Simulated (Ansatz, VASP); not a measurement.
**Cross-check of TePt4 (Te/Pt(100)) between VASP and Ansatz**

Wanted: the spread between two codes on one cell, functional and k mesh. Of the first pair: The structure shown is the start of the Ansatz relaxation below; VASP solves that cell, so the two are compared at the walk's first step.

Program: Ansatz 0.2.0. Level of theory: plane waves, with VASP 6.6.1 beside it; PBE. Results are calculated unless marked as measured.

**1. Set-up**

The cell holds 5 atoms: 4 Pt and 1 Te. Its edges and angles: a = 2.772 Å, b = 2.772 Å, c = 26.032 Å, α = 90.0°, β = 90.0°, γ = 90.0°. Vacuum lies along c.

**2. Ansatz: relaxation, PBE**

Ansatz runs on its default PAW (the set named soft_2) files.

The two programs are compared at the cell with which this relaxation starts, whose forces are those of its first step.

The input, input.yaml:

```yaml
crystal:
  lattice:
    - [2.7718585823, 0.0, 0.0]
    - [0.0, 2.7718585823, 0.0]
    - [0.0, 0.0, 26.0324954228]
  atoms:
    - { symbol: Pt, position: [0.5, 0.5, 0.3457217548] }
    - { symbol: Pt, position: [0.0, 0.0, 0.4210122703] }
    - { symbol: Pt, position: [0.5, 0.5, 0.4977960136] }
    - { symbol: Pt, position: [0.0, 0.0, 0.5733766824] }
    - { symbol: Te, position: [0.5, 0.5, 0.6542782452] }
kpoints:
  mp_grid: { grid: [11, 11, 1] }
hamiltonian:
  xc: pbe
scf:
  occupations: { method: fermi_dirac, width: 0.1 }
  convergence: { dr2_threshold: 1.0e-08 }
efield:
  axis: 3
  dipole_correction: true
  ramp_position: 0.97
  ramp_width: 0.06
relax:
  f_tol: 0.02
  max_steps: 60
  constraints: [{ sites: [0, 1] }]
output:
  bader: true
  write_potential: true
  write_density: true
  volumetric_format: npy
```

Launch:

```
$ ansatz run input.yaml --threads 4 --pin off --max-ram 12288MiB --backend cpu --events-out ev --progress --plain --runs-dir out
```

Numbers of over 12 decimals in the logs are rounded to 6 here.

Output:

```text
Engine: ansatz 0.2.0, aarch64-unknown-linux-gnu
Pseudopotentials: kind: paw
Pseudopotential: Pt, paw, valence charge 18, recommended cutoff 420 eV (normal), Pt.paw.azcp
Pseudopotential: Te, paw, valence charge 16, recommended cutoff 420 eV (normal), Te.paw.azcp
Functional definition: PBE
  parameter kappa = 0.804
  parameter beta = 0.066725
  exchange = pbe_x(kappa = kappa, mu = beta*pi^2/3)
  correlation = pbe_c(beta = beta)
Crystal: 5 atoms, lattice volume = 200.013 Å³
Basis set: ecut = 420 eV, 3987 PW (Γ), exchange–correlation on 40×40×360 points (8 copies of the dense FFT grid, shifted against one another)
Bands: 53, of which v1, the nominal top of the filled ones, is band 44 counted from 1 (43 counted from 0)
Symmetry: 8 space group operations
Space group: P4mm (ITA 99), of the structure as read, at distance tolerance 5.8e-5 Å
k-points: 21 of 121
Non-local potential: Pt, projectors of the file, l = 0: 3, l = 1: 2, l = 2: 2, l = 3: 1
Non-local potential: Te, projectors of the file, l = 0: 2, l = 1: 2, l = 2: 2, l = 3: 2
PAW form: soft (Blöchl's): semilocal exchange-correlation on the pseudo side does not see the compensation charge
PAW one-centre angular grid: Pt, 590 points (default); XC on 64 Gauss nodes
PAW one-centre angular grid: Te, 590 points (default); XC on 64 Gauss nodes
Initial density: superposition of atomic densities (neutral atoms: chi_scale 0, normalization atom), corrected by the library's trained network
Initial wavefunctions: pseudopotential atomic-orbital guess
Functional: x = pbe(κ = 0.804, μ = 0.219515), c = pbe(β = 0.066725)
SCF iter   1: F=—  HF=-57070.175906 eV  |F-HF|=—  |Δ(HF+E_count)|=         —  Δρ=1.64e-2  dr2=1.04e1  ethr=1.77e-3  p=0.038 e·Å  D=3.42e-2 V/Å  ΔV_dip=-0.89 eV  dr2_dipole=4.30e0  V_vac-E_F(+/−)=4.13/5.02 eV  ⟨swp⟩=9.6  Hψ=5077  notcnv=0  defer=16
efield: sawtooth ramp at fractional position 0.9700 (set: `efield.ramp_position`, or a place that a band, a saddle search or an elastic batch's reference lends), width 0.0600; the density the first Hamiltonian is built on has a dipole p = 0.038 e·Å; the dipole correction subtracts the counter field D = 3.42e-2 V/Å, which shifts the + side's vacuum level by -0.89 eV against the − side's; the planar-averaged density in the ramp window peaks in size at 4.3e-6 e/Å³
preconditioner: auto → LDOS  [metal: Δε(μ)=0.015 eV  Ē_g=7.686 eV  σ=0.100 eV  W_gap=0.04  n_scr=38 (ndim 8)  ℏωp=17.8 eV  f_vac=0.555  D(μ)=6.06/eV (n_scr^D=38)  β→1.0]
SCF iter   2: F=—  HF=-57070.020290 eV  |F-HF|=—  |Δ(HF+E_count)|=   1.56e-1  Δρ=4.92e-3  dr2=2.26e-1  ethr=1.77e-3  p=0.113 e·Å  D=1.03e-1 V/Å  ΔV_dip=-2.67 eV  dr2_dipole=4.05e-3  V_vac-E_F(+/−)=3.07/5.74 eV  ⟨swp⟩=2.6  Hψ=1426  notcnv=0  defer=23
SCF iter   3: F=—  HF=-57070.021898 eV  |F-HF|=—  |Δ(HF+E_count)|=   1.61e-3  Δρ=2.93e-3  dr2=7.23e-2  ethr=2.57e-4  p=0.096 e·Å  D=8.66e-2 V/Å  ΔV_dip=-2.26 eV  dr2_dipole=1.87e-2  V_vac-E_F(+/−)=3.34/5.60 eV  ⟨swp⟩=2.4  Hψ=1740  notcnv=0  defer=23
SCF iter   4: F=—  HF=-57070.010996 eV  |F-HF|=—  |Δ(HF+E_count)|=   1.09e-2  Δρ=9.15e-4  dr2=4.12e-3  ethr=8.22e-5  p=0.105 e·Å  D=9.54e-2 V/Å  ΔV_dip=-2.48 eV  dr2_dipole=1.52e-5  V_vac-E_F(+/−)=3.24/5.72 eV  ⟨swp⟩=2.0  Hψ=1792  notcnv=0  defer=23
SCF iter   5: F=—  HF=-57070.010386 eV  |F-HF|=—  |Δ(HF+E_count)|=   6.10e-4  Δρ=3.48e-4  dr2=7.53e-4  ethr=4.68e-6  p=0.104 e·Å  D=9.42e-2 V/Å  ΔV_dip=-2.45 eV  dr2_dipole=3.00e-5  V_vac-E_F(+/−)=3.26/5.72 eV  ⟨swp⟩=3.1  Hψ=2069  notcnv=0  defer=23
SCF iter   6: F=—  HF=-57070.010367 eV  |F-HF|=—  |Δ(HF+E_count)|=   1.91e-5  Δρ=2.24e-4  dr2=2.40e-4  ethr=8.56e-7  p=0.104 e·Å  D=9.38e-2 V/Å  ΔV_dip=-2.44 eV  dr2_dipole=1.53e-10  V_vac-E_F(+/−)=3.27/5.72 eV  ⟨swp⟩=2.0  Hψ=1410  notcnv=0  defer=23
SCF iter   7: F=—  HF=-57070.010354 eV  |F-HF|=—  |Δ(HF+E_count)|=   1.30e-5  Δρ=1.02e-4  dr2=6.10e-5  ethr=2.73e-7  p=0.104 e·Å  D=9.38e-2 V/Å  ΔV_dip=-2.44 eV  dr2_dipole=2.73e-8  V_vac-E_F(+/−)=3.28/5.72 eV  ⟨swp⟩=1.6  Hψ=1233  notcnv=0  defer=23
SCF iter   8: F=—  HF=-57070.010336 eV  |F-HF|=—  |Δ(HF+E_count)|=   1.83e-5  Δρ=3.62e-5  dr2=1.40e-5  ethr=6.93e-8  p=0.104 e·Å  D=9.38e-2 V/Å  ΔV_dip=-2.44 eV  dr2_dipole=6.48e-7  V_vac-E_F(+/−)=3.28/5.72 eV  ⟨swp⟩=1.8  Hψ=1315  notcnv=0  defer=22
SCF iter   9: F=—  HF=-57070.010326 eV  |F-HF|=—  |Δ(HF+E_count)|=   1.01e-5  Δρ=1.30e-5  dr2=1.09e-6  ethr=1.59e-8  p=0.104 e·Å  D=9.38e-2 V/Å  ΔV_dip=-2.44 eV  dr2_dipole=2.26e-9  V_vac-E_F(+/−)=3.28/5.72 eV  ⟨swp⟩=2.2  Hψ=1468  notcnv=0  defer=22
SCF iter  10: F=—  HF=-57070.010133 eV  |F-HF|=—  |Δ(HF+E_count)|=   1.93e-4  Δρ=6.10e-6  dr2=2.42e-7  ethr=1.24e-9  p=0.104 e·Å  D=9.39e-2 V/Å  ΔV_dip=-2.44 eV  dr2_dipole=9.84e-10  V_vac-E_F(+/−)=3.28/5.72 eV  ⟨swp⟩=2.0  Hψ=1615  notcnv=0  defer=22
[...]
preconditioner: auto → LDOS  [metal: Δε(μ)=0.029 eV  Ē_g=7.433 eV  σ=0.100 eV  W_gap=0.07  n_scr=38 (ndim 8)  ℏωp=17.8 eV  f_vac=0.546  D(μ)=6.66/eV (n_scr^D=48)  β→1.0]
SCF iter   2: F=—  HF=-57070.108485 eV  |F-HF|=—  |Δ(HF+E_count)|=   3.78e-5  Δρ=9.67e-5  dr2=1.58e-4  ethr=2.28e-6  p=0.098 e·Å  D=8.91e-2 V/Å  ΔV_dip=-2.32 eV  dr2_dipole=4.90e-5  V_vac-E_F(+/−)=3.38/5.70 eV  ⟨swp⟩=1.8  Hψ=1312  notcnv=0  defer=23
SCF iter   3: F=—  HF=-57070.108494 eV  |F-HF|=—  |Δ(HF+E_count)|=   9.04e-6  Δρ=8.68e-5  dr2=4.34e-5  ethr=1.80e-7  p=0.099 e·Å  D=8.91e-2 V/Å  ΔV_dip=-2.32 eV  dr2_dipole=1.23e-6  V_vac-E_F(+/−)=3.38/5.70 eV  ⟨swp⟩=2.3  Hψ=1794  notcnv=0  defer=23
SCF iter   4: F=—  HF=-57070.108486 eV  |F-HF|=—  |Δ(HF+E_count)|=   7.45e-6  Δρ=1.68e-5  dr2=1.65e-6  ethr=4.94e-8  p=0.099 e·Å  D=8.91e-2 V/Å  ΔV_dip=-2.32 eV  dr2_dipole=4.30e-8  V_vac-E_F(+/−)=3.38/5.70 eV  ⟨swp⟩=2.2  Hψ=1783  notcnv=0  defer=23
SCF iter   5: F=—  HF=-57070.108267 eV  |F-HF|=—  |Δ(HF+E_count)|=   2.19e-4  Δρ=5.59e-6  dr2=1.66e-7  ethr=1.87e-9  p=0.099 e·Å  D=8.91e-2 V/Å  ΔV_dip=-2.32 eV  dr2_dipole=5.07e-10  V_vac-E_F(+/−)=3.38/5.70 eV  ⟨swp⟩=3.0  Hψ=2075  notcnv=0  defer=23
SCF iter   6: F=—  HF=-57070.108268 eV  |F-HF|=—  |Δ(HF+E_count)|=   3.19e-7  Δρ=2.54e-6  dr2=3.56e-8  ethr=1.88e-10  p=0.099 e·Å  D=8.91e-2 V/Å  ΔV_dip=-2.32 eV  dr2_dipole=1.44e-11  V_vac-E_F(+/−)=3.38/5.70 eV  ⟨swp⟩=2.0  Hψ=1423  notcnv=0  defer=23
SCF iter   7: F=—  HF=-57070.108268 eV  |F-HF|=—  |Δ(HF+E_count)|=   5.47e-8  Δρ=9.27e-7  dr2=1.16e-8  ethr=1.14e-11  p=0.099 e·Å  D=8.91e-2 V/Å  ΔV_dip=-2.32 eV  dr2_dipole=3.48e-10  V_vac-E_F(+/−)=3.38/5.70 eV  ⟨swp⟩=9.9  Hψ=7552  notcnv=0
SCF iter   8: F=-57070.108268 eV  HF=-57070.108268 eV  |F-HF|=4.00e-9  |Δ(HF+E_count)|=   4.05e-9  Δρ=3.70e-7  dr2=1.42e-9  ethr=1.14e-11  p=0.099 e·Å  D=8.91e-2 V/Å  ΔV_dip=-2.32 eV  dr2_dipole=1.47e-11  V_vac-E_F(+/−)=3.38/5.70 eV  ⟨swp⟩=8.5  Hψ=6477  notcnv=0
SCF 5 converged in 8 iterations: F = -57070.108268 eV  dr2 = 1.42e-9
relax step   5: F+E_penalty+E_count = -57070.10826781 eV  Δ(F+E_penalty+E_count) = -1.327e-4 eV  max|allowed force component| = 1.469e-3 eV/Å  Δτ_max = 0.0107 Å  (8 SCF iters, accepted)
NSCF: frozen V_eff on 21 k-points
the band table was solved once a step of the walk had ended and its energy, with any forces and stress, was formed, with the checks that follow a solve (6047 applications of the Hamiltonian). They found nothing against the state; the energy, forces and stress were not computed again (output.eigenvalues in the input reference)
WARN: The output density's exchange-correlation potential varies sharply where the density is thin. Do not read a vacuum level from v_tot or v_xc, or from such a field of the output density. On a cell that repeats whose density bears no net charge and no dipole along the vacuum's axis use v_es (v_loc + v_h of the components); under efield.dipole_correction with no amplitude use v_es + v_field, which holds any externa [...]
SCF converged after 8 iterations
Free energy (F): -57070.108268 eV
Harris-Foulkes:  -57070.108268 eV  (|F-HF|=4.00e-9)
Internal energy: -57069.891327 eV  (E = F + TS)
E sigma→0 (E₀):  -57069.999797 eV
Entropy (-TS):   -0.216941 eV (-43.388 meV/atom)
Fermi energy:    6.139264 eV
Dipole field:    D = 0.089148 V/Å  (p = 0.098539 e·Å, saw-weighted, corrected)
Work function:   Φ+ = 3.3790 eV   Φ− = 5.6997 eV
Levels:          The Fermi level and band energies are counted from a zero that moves with the ramp; work functions are not
--- Per-component energies (eV) ---
  E_band       = -2056.395548
  E_kinetic    = 2735.506386
  E_local      = -155391.277043  (includes V_loc(G=0)·N_el)
  E_nonlocal   = 491.116717
  E_hartree    = 76479.104467
  E_xc         = -1172.061617
  E_vxc        = -1316.222225  (∫ρ·V_xc dr)
  E_paw        = -42478.842139  (= ΣΔE_a)
  E_vpaw       = -1534.197376  (= ΣTr[D̂ρ^β])
  E_aug_tail   = 0.000628  (compensation charges beyond the density's cutoff)
  E_efield     = 0.004392  (sawtooth field / dipole correction)
  E_vefield    = 0.459055  (∫n·V_field dr)
  E_ewald      = 62266.556883
  E_smearing   = -0.216941  (= −TS)
  E_closure    = 0.000000  (closes the sum)
  Σ components = -57070.108268   (vs F -57070.108268, Δ=0.00e0)
--- Forces (eV/Å), atoms counted from 1 ---
  atom   1  Pt     0.00000000     0.00000000    -0.03309038
  atom   2  Pt     0.00000000     0.00000000     0.03120298
  atom   3  Pt    -0.00000000     0.00000000     0.00045943
  atom   4  Pt     0.00000000     0.00000000    -0.00004405
  atom   5  Te     0.00000000     0.00000000     0.00146896
  max |Σ_I F_I| component: 3.07e-6 eV/Å
--- Band table (eV; the first three rows and the last of 21) ---
  k-point 0: bands = [... 40 lower, 5.0695, 5.3851, 5.8450, 6.2513, 6.2558, 6.2558, 7.1552, 8.3656, ... 5 higher]
  k-point 1: bands = [... 40 lower, 5.2191, 5.5113, 5.6024, 5.9473, 6.1146, 6.3511, 7.7581, 8.1654, ... 5 higher]
  k-point 2: bands = [... 40 lower, 4.9694, 5.2269, 5.4519, 5.6710, 5.9818, 6.3664, 6.5916, 8.6028, ... 5 higher]
  k-point 20: bands = [... 40 lower, 6.3968, 6.6055, 6.6589, 7.0127, 7.0647, 8.4515, 8.6412, 9.6660, ... 5 higher]
--- Relaxed structure (5 steps of the walk, 5 accepted, 0 SCFs on fresh bases) ---
  F+E_penalty+E_count = -57070.10826781 eV   max|allowed force component| = 1.469e-3 eV/Å
  atoms:
    - { symbol: Pt, position: [0.5, 0.5, 0.3457217548] }
    - { symbol: Pt, position: [0.0, 0.0, 0.4210122703] }
    - { symbol: Pt, position: [0.5, 0.5, 0.498351] }
    - { symbol: Pt, position: [0, 0.0, 0.577885] }
    - { symbol: Te, position: [0.5, 0.5, 0.664533] }
--- Bader charges: 5 sites ---
  site symbol  charge [e]  shift [e]
     0     Pt     -0.0457     0.0000
     1     Pt      0.0510     0.0000
     2     Pt      0.0027     0.0000
     3     Pt     -0.1813     0.0000
     4     Te      0.1734     0.0000
  estimated error of the sums over rays = 4.9e-4 e
```

The column dr2 measures how far the density is from self-consistency, as an energy; F and HF (Harris–Foulkes) agree once it is small.

**3. VASP: single point, PBE, start cell, pair 1**

The same cell, functional, mesh and smearing now go to VASP, with its own data sets.

Lines of VASP's logs that name or quote its potential files are left out, and so is its time.

The input, INCAR:

```
SYSTEM = TePt4
PREC = Accurate
ENCUT = 400
EDIFF = 1E-06
NELM = 120
ISMEAR = -1
SIGMA = 0.1
LREAL = .FALSE.
ALGO = Normal
GGA = PE
NBANDS = 29
LASPH = .TRUE.
LORBIT = 11
LWAVE = .FALSE.
LCHARG = .FALSE.
ISIF = 2
LDIPOL = .TRUE.
IDIPOL = 3
DIPOL = 0.5 0.5 0.498
LVHAR = .TRUE.
GGA_COMPAT = .FALSE.
NELMDL = -8
KPAR = 4
```

The input, POSCAR:

```
TePt4
1.0
    2.7718585823      0.0000000000      0.0000000000
    0.0000000000      2.7718585823      0.0000000000
    0.0000000000      0.0000000000     26.0324954228
Pt Te
4 1
Direct
    0.4999998950      0.4999998950      0.3457217548
    0.9999998950      0.9999998950      0.4210122703
    0.4999998950      0.4999998950      0.4977959965
    0.9999998950      0.9999998950      0.5733766878
    0.4999998950      0.4999998950      0.6542782289
```

The input, KPOINTS:

```
Automatic mesh
0
Gamma
11 11 1
0 0 0
```

The projector-augmented-wave data sets are Pt and Te (PBE family, release 64).

Launch:

```
$ mpirun -np 4 vasp_std
```

Output:

```text
[banner, memory and clock lines left out]
running    4 mpi-ranks, on    1 nodes
 distrk:  each k-point on    1 cores,    4 groups
 distr:  one band on    1 cores,    1 groups

 POSCAR found type information on POSCAR PtTe
 POSCAR found :  2 types and       5 ions
 LDA part: xc-table for (Slater+PW92), standard interpolation
 POSCAR, INCAR and KPOINTS ok, starting setup
 FFT: planning ... GRIDC
 FFT: planning ... GRID_SOFT
 FFT: planning ... GRID
 WAVECAR not read
 entering main loop
       N       E                     dE             d eps       ncg     rms          rms(c)
DAV:   1     0.284787657817E+03    0.28479E+03   -0.17380E+04  1218   0.109E+03
DAV:   2    -0.900774426186E+01   -0.29380E+03   -0.27641E+03  1572   0.243E+02
DAV:   3    -0.264372600380E+02   -0.17430E+02   -0.16287E+02  1471   0.589E+01
DAV:   4    -0.270172752007E+02   -0.58002E+00   -0.56926E+00  1648   0.106E+01
DAV:   5    -0.270322511264E+02   -0.14976E-01   -0.14840E-01  1552   0.159E+00
DAV:   6    -0.270328031415E+02   -0.55202E-03   -0.55195E-03  1772   0.287E-01
DAV:   7    -0.270328160518E+02   -0.12910E-04   -0.12910E-04  1544   0.381E-02
DAV:   8    -0.270328169017E+02   -0.84990E-06   -0.85010E-06  1269   0.728E-03    0.272E+01
DAV:   9    -0.383854115672E+02   -0.11353E+02   -0.42337E+01  1502   0.453E+01    0.376E+01
DAV:  10    -0.258054727879E+02    0.12580E+02   -0.41504E+01  1668   0.269E+01    0.173E+01
DAV:  11    -0.309831153809E+02   -0.51776E+01   -0.11627E+01  1562   0.221E+01    0.181E+01
DAV:  12    -0.260286709001E+02    0.49544E+01   -0.13657E+01  1545   0.173E+01    0.799E+00
DAV:  13    -0.261634323452E+02   -0.13476E+00   -0.37636E+00  1395   0.135E+01    0.653E+00
DAV:  14    -0.256555383740E+02    0.50789E+00   -0.13175E+00  1469   0.813E+00    0.240E+00
[...]
DAV:  35    -0.255528954697E+02   -0.13126E-04   -0.63298E-06  1297   0.120E-02    0.674E-03
DAV:  36    -0.255529061951E+02   -0.10725E-04   -0.12988E-06   999   0.521E-03    0.477E-03
DAV:  37    -0.255529098932E+02   -0.36981E-05   -0.77759E-07   949   0.299E-03    0.233E-03
DAV:  38    -0.255529127889E+02   -0.28957E-05   -0.58226E-07   869   0.479E-03    0.262E-03
DAV:  39    -0.255529142740E+02   -0.14851E-05   -0.16194E-07   769   0.202E-03    0.451E-03
DAV:  40    -0.255529153776E+02   -0.11036E-05   -0.81501E-08   794   0.104E-03    0.259E-03
DAV:  41    -0.255529167791E+02   -0.14015E-05   -0.89152E-08   747   0.999E-04    0.183E-03
DAV:  42    -0.255529170957E+02   -0.31664E-06   -0.28180E-08   764   0.870E-04
   1 F= -.25552917E+02 E0= -.25447351E+02  d E =-.211132E+00
```

From OUTCAR (step 3):

```text
ion  position               nearest neighbor table
   1  0.500  0.500  0.346-   2 2.77   2 2.77   2 2.77   2 2.77
   2  1.000  1.000  0.421-   1 2.77   1 2.77   1 2.77   1 2.77   3 2.80   3 2.80   3 2.80   3 2.80

  LATTYP: Found a simple tetragonal cell.
 ALAT       =     2.7718585823
 C/A-ratio  =     9.3917112471

 Subroutine GETGRP returns: Found  8 space group operations
 (whereof  8 operations were pure point group operations)

The static configuration has the point symmetry C_4v.

 Found     21 irreducible k-points:

   k-points           NKPTS =     21   k-points in BZ     NKDIM =     21   number of bands    NBANDS=     29

   dimension x,y,z NGX =    18 NGY =   18 NGZ =  180
   dimension x,y,z NGXF=    36 NGYF=   36 NGZF=  360

   ENCUT  =  400.0 eV  29.40 Ry    5.42 a.u.   4.52  4.52 42.45*2*pi/ulx,y,z

   NELECT =      46.0000    total number of electrons

 k-points in reciprocal lattice and weights: Automatic mesh
   0.00000000  0.00000000  0.00000000       0.008
   0.09090909  0.00000000  0.00000000       0.033
   0.18181818  0.00000000  0.00000000       0.033
   0.27272727  0.00000000  0.00000000       0.033
   0.36363636  0.00000000  0.00000000       0.033
   0.45454545  0.00000000  0.00000000       0.033
   0.09090909  0.09090909  0.00000000       0.033
   0.18181818  0.09090909  0.00000000       0.066
   0.27272727  0.09090909  0.00000000       0.066
[...]
0.45454545  0.36363636  0.00000000       0.066
   0.45454545  0.45454545  0.00000000       0.033

 dipolmoment           0.000000      0.000000     -0.103913 electrons x Angstroem

 average (electrostatic) potential at core
       1 -71.4116       2 -72.0194       3 -72.0428       4 -72.1409       5 -93.7911

 E-fermi :   2.0620

 k-point     1 :       0.0000    0.0000    0.0000
  band No.  band energies     occupation
    ...
     21       1.0932      1.99988
     22       1.6554      1.96628
     23       2.1501      0.58596
     24       2.1501      0.58596
     25       2.1684      0.51314
     26       3.1779      0.00003
     27       4.3503      0.00000
     28       5.6970      0.00000
     29       5.8969      0.00000

 k-point     2 :       0.0909    0.0000    0.0000
  band No.  band energies     occupation
    ...
     20       1.1612      1.99976
     21       1.2646      1.99931
     22       1.4289      1.99645
     23       1.8379      1.80783
     24       2.0304      1.15689
     25       2.2544      0.25494
     26       3.8166      0.00000
     27       4.0555      0.00000
     28       4.7321      0.00000
     29       5.8613      0.00000

 k-point     3 :       0.1818    0.0000    0.0000
  band No.  band energies     occupation
    ...
     20       0.8926      1.99998
     21       1.0148      1.99994
     22       1.3051      1.99897
     23       1.6127      1.97788
     24       1.8879      1.70179
     25       2.2813      0.20088
     26       2.6455      0.00583
     27       4.6771      0.00000
     28       5.6424      0.00000
     29       6.3244      0.00000

  Total        9.0674496      9.0674496      3.7070824      0.0000000      0.0000000      0.0000000
  in kB       72.6336371     72.6336371     29.6951058      0.0000000      0.0000000      0.0000000
  external PRESSURE =      58.3207934 kB  Pullay stress =       0.0000000 kB

  energy-cutoff  :      400.00
  volume of cell :      200.01
      direct lattice vectors                 reciprocal lattice vectors
     2.771858582  0.000000000  0.000000000     0.360768766  0.000000000  0.000000000
     0.000000000  2.771858582  0.000000000     0.000000000  0.360768766  0.000000000
     0.000000000  0.000000000 26.032495423     0.000000000  0.000000000  0.038413528

 POSITION                                       TOTAL-FORCE (eV/Angst)
 -----------------------------------------------------------------------------------
      1.38593      1.38593      9.00000         0.000000      0.000000     -0.033591
      2.77186      2.77186     10.96000         0.000000     -0.000000     -0.138099
      1.38593      1.38593     12.95887         0.000000     -0.000000     -0.739638
      2.77186      2.77186     14.92643         0.000000     -0.000000      0.172014
      1.38593      1.38593     17.03249         0.000000     -0.000000      0.739313
 -----------------------------------------------------------------------------------
    total drift:                                0.000317      0.000317     -0.000031

  FREE ENERGIE OF THE ION-ELECTRON SYSTEM (eV)
  ---------------------------------------------------
  free  energy   TOTEN  =       -25.5529170957 eV

  energy  without entropy=      -25.3417854107  energy(sigma->0) =      -25.44735125

 vacuum level on the upper side and lower side of the slab         5.335         7.782

 total charge
# of ion       s       p       d       tot
------------------------------------------
    1        0.625   0.413   8.032   9.070
    2        0.629   0.591   8.028   9.248
    3        0.629   0.593   8.061   9.282
    4        0.625   0.576   8.197   9.399
    5        1.441   1.864   0.149   3.454
--------------------------------------------------
tot          3.949   4.037  32.467  40.453

[... 3 further parts left out ...]
```

(Part 1 of 2 ends here.)

[Lines on the potential files, build, host, timing and source positions are cut from VASP's logs without a mark.]

[Logs are printed without paths, hosts, clocks, repeated set-up lines and the standing remarks that a program may print on its own settings, such as how far it seeks lower states.]

[Hosts, paths, dates, database ids (printed as entryN), source tags and the programs' standing remarks are cut or masked in the printed files.]
